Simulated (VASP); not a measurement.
The system is LaSb2Au.

```xyz
8
Lattice="4.4360 0.0000 0.0000 0.0000 4.4360 0.0000 0.0000 0.0000 10.4320" Properties=species:S:1:pos:R:3 pbc="T T T"
La    2.2180    0.0000    7.8569
La    0.0000    2.2180    2.5751
Sb    2.2180    0.0000    1.7672
Sb    0.0000    2.2180    8.6648
Sb    0.0000    0.0000    5.2160
Sb    2.2180    2.2180    5.2160
Au    0.0000    0.0000    0.0000
Au    2.2180    2.2180    0.0000
```

| Property | Result |
| --- | --- |
| Program | VASP 6.6.1 |
| Task | relaxation of cell and atoms |
| Functional | r2SCAN |
| Potentials or basis | VASP PAW PBE potentials, release 64 (La, Sb, Au) |
| Cutoff | 600 eV |
| k mesh | 8 × 8 × 4 |
| Occupations | methfessel-paxton, width 0.1 eV |
| Spin | no spin polarisation |

At the start: pressure 2.6 GPa; volume 25.66 Å³/atom.

Problem. Where does the relaxation end?

Solution. Over 9 steps the energy falls by 10.9 meV/atom and the volume is 26.48 Å³/atom (+3.2 %); space group P4/nmm (No. 129, to 0.05 Å).

Step by step:
```tsv
step	energy change (eV)	largest force (eV/Å)	pressure (GPa)	volume (Å³)
1	0.0000	0.4352	2.56	205.28
2	-0.0178	0.2537	-2.16	217.72
3	-0.0565	0.2856	-0.16	211.92
4	-0.0670	0.2312	-0.14	211.87
5	-0.0855	0.0668	0.02	211.69
6	-0.0870	0.0075	0.09	211.62
7	-0.0870	0.0104	0.09	211.63
8	-0.0868	0.0116	-0.18	212.33
9	-0.0870	0.0050	0.00	211.85
```

Final structure:
```
La Sb Au
1.0
     4.44651    0.00000    0.00000
     0.00000    4.44651    0.00000
     0.00000    0.00000   10.71480
La Sb Au
2 4 2
Direct
  0.50000 0.00000 0.74556
  0.00000 0.50000 0.25444
  0.50000 0.00000 0.16701
  0.00000 0.50000 0.83299
  0.00000 0.00000 0.50000
  0.50000 0.50000 0.50000
  0.00000 0.00000 0.00000
  0.50000 0.50000 0.00000
```

Caveat: the PAW data sets were made with another functional, which shifts forces and pressure a little.
